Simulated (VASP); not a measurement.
OSZICAR of a VASP run on LiMg$_{31}$O$_{31}$:

### OSZICAR
```
       N       E                     dE             d eps       ncg     rms          rms(c)
DAV:   1    -0.372819771457E+03   -0.37282E+03   -0.61832E-06   650   0.800E-03    0.327E-03
RMM:   2    -0.372819771063E+03    0.39413E-06   -0.11760E-06   418   0.252E-03    0.137E-03
RMM:   3    -0.372819771041E+03    0.21832E-07   -0.25456E-07   451   0.107E-03    0.616E-04
RMM:   4    -0.372819771019E+03    0.22017E-07   -0.26387E-08   201   0.517E-04
   1 F= -.37281977E+03 E0= -.37280073E+03  d E =-.380762E-01  mag=     2.0000
```

Which electronic solver shows in the log?

It is blocked Davidson (ALGO = Normal, or the opening steps of other solvers) and then RMM-DIIS (ALGO = Fast or VeryFast). The INCAR had ALGO = Fast.

How was spin treated?

Collinear spin (ISPIN = 2): the summary line carries one mag value, 2.00 μB in the cell.

Can the final energy be trusted as converged?

The calculation finished and met its thresholds. It stopped with EDIFF = 1E-6, NELM = 100 (PBE GGA, plane waves, VASP's PBE PAW potentials (set 64)).  The cell is charged, with a uniform compensating background.  The supercell is sampled at Γ alone, which is coarse: total energies, pressure and levels can be off, energies of defects by several tenths of an eV.

The cell is a supercell with a defect, built from MgO (rock salt): Li_Mg-vac_O, charge +1. The total moment is imposed (NUPDOWN), so this need not be the lowest spin state.
